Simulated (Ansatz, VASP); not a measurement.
# WSe2 in two plane-wave programs, part 2 of 2

Aim: how closely do two programs agree when they are given the same cell, functional and k mesh? The cell is taken from a series of runs on this material, whose earlier steps may have relaxed, scaled, displaced or heated it; both programs get it as it stands.

VASP 6.6.1 and Ansatz 0.2.0.

So far: The structure; VASP: zone-centre phonons, LDA.

### 3. Ansatz: zone-centre phonons, LDA

Level of this step: Ansatz beside VASP: Kohn-Sham DFT, plane waves, LDA (Ansatz).

Ansatz runs on its PAW soft_1 files.

The same cell, functional (in two slightly different forms) and mesh now go to Ansatz, which takes its cutoff from its data sets.

File input.yaml:

```yaml
crystal:
  lattice:
    - [3.255622554, 0.0, 0.0]
    - [-1.627811277, 2.8194518369, 0.0]
    - [0.0, 0.0, 12.9677683226]
  atoms:
    - { symbol: W, position: [0.3333333333, 0.6666666667, 0.25] }
    - { symbol: W, position: [0.6666666667, 0.3333333333, 0.75] }
    - { symbol: Se, position: [0.3333333333, 0.6666666667, 0.6215524299] }
    - { symbol: Se, position: [0.6666666667, 0.3333333333, 0.1215524299] }
    - { symbol: Se, position: [0.3333333333, 0.6666666667, 0.8784475701] }
    - { symbol: Se, position: [0.6666666667, 0.3333333333, 0.3784475701] }
kpoints:
  mp_grid: { grid: [9, 9, 2] }
hamiltonian:
  xc: lda
  pseudopotentials: { kind: paw, azcp: { folder: soft_1 }, xc_functional: pbe }
scf:
  occupations: { method: fixed }
output:
  eigenvalues: true
phonons:
  method: dfpt
```

Launch:

```console
$ ansatz run input.yaml --threads 8 --pin off --max-ram 15360MiB --backend cpu --events-out ev --progress --plain --runs-dir out
```

Numbers of over 12 decimals in the logs are rounded to 6 here.

The program printed:

```text
Engine: ansatz 0.2.0, aarch64-unknown-linux-gnu
Pseudopotentials: kind: paw
Pseudopotential: W, paw, valence charge 14, recommended cutoff 420 eV (normal), soft_1/W.paw.azcp
Pseudopotential: Se, paw, valence charge 16, recommended cutoff 420 eV (normal), soft_1/Se.paw.azcp
Functional definition: SPW92
  exchange = slater_x
  correlation = pw_c
Crystal: 6 atoms, lattice volume = 119.032 Å³
Basis set: ecut = 420 eV, 2371 PW (Γ), exchange–correlation on 48×48×180 points (8 copies of the dense FFT grid, shifted against one another)
Bands: 56, of which v1, the nominal top of the filled ones, is band 46 counted from 1 (45 counted from 0)
Symmetry: 24 space group operations
k-points: 50 of 162 (irreducible under 2 space group operations, time reversal used)
Non-local potential: W, projectors of the file, l = 0: 3, l = 1: 2, l = 2: 2, l = 3: 1
Non-local potential: Se, projectors of the file, l = 0: 2, l = 1: 2, l = 2: 3, l = 3: 1
PAW form: soft (Blöchl's): semilocal exchange-correlation on the pseudo side does not see the compensation charge
PAW frozen core: W, regenerated for the run's functional, and the local potential with it (the file was generated under x = pbe(κ = 0.804, μ = 0.219515), c = pbe(β = 0.066725))
PAW frozen core: Se, regenerated for the run's functional, and the local potential with it (the file was generated under x = pbe(κ = 0.804, μ = 0.219515), c = pbe(β = 0.066725))
PAW one-centre angular grid: W, 590 points (default); XC on 64 Gauss nodes
PAW one-centre angular grid: Se, 590 points (default); XC on 64 Gauss nodes
Initial density: superposition of atomic densities (chi_scale 0.1, normalization cell, long waves kept (reshape's long-wave potential 0.04 eV rms))
Initial wavefunctions: pseudopotential atomic-orbital guess
Functional: x = slater, c = lda
SCF iter   1: F=—  HF=-41799.374721 eV  |F-HF|=—  |Δ(HF+E_count)|=         —  Δρ=3.73e-2  dr2=6.49e0  ethr=3.10e-3  ⟨swp⟩=4.8  Hψ=8575  notcnv=0  defer=310
preconditioner: auto → Resta (q_TF=auto, 2.614 Å⁻¹)  ε∞=6.0  [insulator: Δε(μ)=0.915 eV  Ē_g=9.106 eV  n_scr=40 (ndim 8)  ℏωp=20.4 eV  f_vac=0.021  ε∞_Penn≈6.0]
SCF iter   2: F=—  HF=-41798.362812 eV  |F-HF|=—  |Δ(HF+E_count)|=    1.01e0  Δρ=2.25e-2  dr2=8.36e-1  ethr=3.10e-3  ⟨swp⟩=2.1  Hψ=3846  notcnv=0  defer=238
SCF iter   3: F=—  HF=-41798.133957 eV  |F-HF|=—  |Δ(HF+E_count)|=   2.29e-1  Δρ=8.69e-3  dr2=2.53e-1  ethr=9.08e-4  ⟨swp⟩=2.2  Hψ=3546  notcnv=0  defer=358
SCF iter   4: F=—  HF=-41798.075575 eV  |F-HF|=—  |Δ(HF+E_count)|=   5.84e-2  Δρ=2.23e-3  dr2=7.65e-3  ethr=2.75e-4  ⟨swp⟩=2.0  Hψ=3503  notcnv=0  defer=373
SCF iter   5: F=—  HF=-41798.074055 eV  |F-HF|=—  |Δ(HF+E_count)|=   1.52e-3  Δρ=9.83e-4  dr2=1.70e-3  ethr=8.31e-6  ⟨swp⟩=2.0  Hψ=5124  notcnv=0  defer=398
SCF iter   6: F=—  HF=-41798.073870 eV  |F-HF|=—  |Δ(HF+E_count)|=   1.85e-4  Δρ=3.20e-4  dr2=1.24e-4  ethr=1.85e-6  ⟨swp⟩=2.0  Hψ=4962  notcnv=0  defer=398
SCF iter   7: F=—  HF=-41798.073907 eV  |F-HF|=—  |Δ(HF+E_count)|=   3.75e-5  Δρ=6.42e-5  dr2=4.79e-6  ethr=1.34e-7  ⟨swp⟩=2.0  Hψ=3453  notcnv=0  defer=146
SCF iter   8: F=—  HF=-41798.073907 eV  |F-HF|=—  |Δ(HF+E_count)|=   6.01e-7  Δρ=2.18e-5  dr2=4.91e-7  ethr=5.21e-9  ⟨swp⟩=2.3  Hψ=4849  notcnv=0  defer=118
SCF iter   9: F=—  HF=-41798.073907 eV  |F-HF|=—  |Δ(HF+E_count)|=   2.94e-7  Δρ=5.66e-6  dr2=2.27e-8  ethr=5.34e-10  ⟨swp⟩=2.0  Hψ=3374  notcnv=0  defer=118
SCF iter  10: F=—  HF=-41798.073907 eV  |F-HF|=—  |Δ(HF+E_count)|=   4.80e-9  Δρ=7.48e-7  dr2=5.80e-10  ethr=2.47e-11  ⟨swp⟩=2.2  Hψ=3680  notcnv=0  defer=118
SCF iter  11: F=-41798.073907 eV  HF=-41798.073907 eV  |F-HF|=0.00e0  |Δ(HF+E_count)|=  1.82e-10  Δρ=2.10e-7  dr2=3.95e-11  ethr=1.00e-12  ⟨swp⟩=13.5  Hψ=16426  notcnv=0
SCF 1 converged in 11 iterations: F = -41798.073907 eV  dr2 = 3.95e-11
  greatest PAW one-centre occupation: 1.000 electrons in one spin orbital (limit 2), on the Se atom at site 5 (counted from 0), in its partial waves of l = 2
DFPT response loops at Γ: preconditioner auto → Resta (q_TF=auto, 2.614 Å⁻¹)  ε∞=7.6 (no band partly filled); β = 1.00, the filter's whole step (`scf.mixing.beta` (0.50) is not read by the response loops at its default; to damp them type it under 1.00, their step now; it binds the ground state too); Broyden in place of MSR1
SCF converged after 11 iterations
Free energy (F): -41798.073907 eV
Harris-Foulkes:  -41798.073907 eV  (|F-HF|=0.00e0)
Internal energy: -41798.073907 eV  (E = F + TS)
E sigma→0 (E₀):  -41798.073907 eV
Fermi energy:    12.579935 eV
--- Per-component energies (eV) ---
  E_band       = -1722.406842
  E_kinetic    = 1296.243511
  E_local      = -12216.223421  (includes V_loc(G=0)·N_el)
  E_nonlocal   = -1439.729333
  E_hartree    = 6289.458020
  E_xc         = -874.232147
  E_vxc        = -829.822162  (∫ρ·V_xc dr)
  E_paw        = -24832.259627  (= ΣΔE_a)
  E_vpaw       = -1111.790499  (= ΣTr[D̂ρ^β])
  E_aug_tail   = -0.001197  (compensation charges beyond the density's cutoff)
  E_ewald      = -10030.765653
  E_core_change = 9.435938  (= ΣΔE_core)
  E_smearing   = -0.000000  (= −TS)
  E_closure    = -0.000000  (closes the sum)
  Σ components = -41798.073907   (vs F -41798.073907, Δ=0.00e0)
--- Band table (eV; the first three rows and the last of 50) ---
  k-point 0: bands = [... 42 lower, 11.1169, 11.3820, 11.4964, 12.5799, 15.3391, 15.3391, 15.3879, 15.3879, ... 6 higher]
  k-point 1: bands = [... 42 lower, 11.0914, 11.0914, 12.3470, 12.3470, 15.3465, 15.3465, 15.3465, 15.3465, ... 6 higher]
  k-point 2: bands = [... 42 lower, 10.9891, 11.4307, 11.7520, 12.2810, 14.7865, 14.9920, 15.1178, 15.1344, ... 6 higher]
  k-point 49: bands = [... 42 lower, 10.5509, 10.5509, 11.6126, 11.6126, 14.1089, 14.1089, 15.0943, 15.0943, ... 6 higher]
--- Phonons (Γ-DFPT): 4 representative perturbations + reference, on 50 of 162 k-points (Σ response iterations 14) ---
  k mesh reduced under 2 symmetry operations, with k and −k counted as one. Each operation leaves every solved perturbation unchanged. A smaller set is not used because it would not reduce the number of displacements times k-points to solve
  ASR residual: 3.724e-5 → 0.000e0 eV/Å²; symmetrization residual: 2.693e-5 eV/Å²
  ASR residual per site (eV/Å²): 2.15e-5 2.15e-5 3.72e-5 3.72e-5 3.72e-5 3.72e-5
  Γ frequencies (cm⁻¹): 0.00 0.00 0.00 22.26 22.26 32.48 174.52 174.52 175.81 175.81 247.90 247.90 248.05 248.05 249.28 251.03 307.16 309.07
  non-analytic LO–TO correction: not included (Born effective charges unavailable; polar crystals: no LO–TO splitting at Γ)
```

### 4. Side by side

Known differences besides the potentials themselves: the two LDA forms differ slightly; fixed occupations in Ansatz, narrow Gaussian smearing in VASP; the data sets hold 92 valence electrons in Ansatz (on its PAW soft_1 files) and 36 in VASP; the cutoff is 420 eV in Ansatz and 600 eV in VASP; VASP's log shows a relativistic correction to its local exchange, Ansatz's none. Total energies have different zeros and are not compared.

The two programs side by side:

| quantity | Ansatz | VASP | difference |
| --- | --- | --- | --- |
| optical mode 1 to 2 (cm⁻¹) | 22.3 | 22.7 | -0.4 |
| optical mode 3 (cm⁻¹) | 32.5 | 32.2 | +0.3 |
| optical mode 4 to 5 (cm⁻¹) | 174.5 | 175.3 | -0.45 % |
| optical mode 6 to 7 (cm⁻¹) | 175.8 | 176.9 | -0.61 % |
| optical mode 8 to 9 (cm⁻¹) | 247.9 | 248.8 | -0.37 % |
| optical mode 10 to 11 (cm⁻¹) | 248.1 | 249.0 | -0.36 % |
| optical mode 12 (cm⁻¹) | 249.3 | 252.2 | -1.17 % |
| optical mode 13 (cm⁻¹) | 251.0 | 253.8 | -1.08 % |
| optical mode 14 (cm⁻¹) | 307.2 | 308.1 | -0.31 % |
| optical mode 15 (cm⁻¹) | 309.1 | 310.4 | -0.44 % |

Modes are paired by rising frequency, not by their patterns, so a pair may set unlike modes beside each other; they are those without the splitting of longitudinal modes.

### 5. Outcome

* r.m.s. difference of the optical zone-centre modes, each program's sorted by frequency (zone-centre phonons, LDA): 1.3 cm⁻¹
* difference in optical mode 12 (zone-centre phonons, LDA): -1.2 %

What this shows: The r.m.s. difference of the optical zone-centre modes, each program's sorted by frequency is 1.3 cm⁻¹ (zone-centre phonons, LDA). The data sets hold unlike numbers of valence electrons (92 in Ansatz and 36 in VASP), so part of the differences comes from the potentials. Among the rows given in per cent, the largest difference of the zone-centre phonons, LDA pair is in optical mode 12, -1.2 %. How closely two codes agree says nothing of how well the functional describes the real material.

[Lines on the potential files, build, host, timing and source positions are cut from VASP's logs without a mark.]

[Logs are printed without paths, hosts, clocks, repeated set-up lines and the standing remarks that a program may print on its own settings, such as how far it seeks lower states.]

[Hosts, paths, dates, database ids (printed as entryN), source tags and the programs' standing remarks are cut or masked in the printed files.]
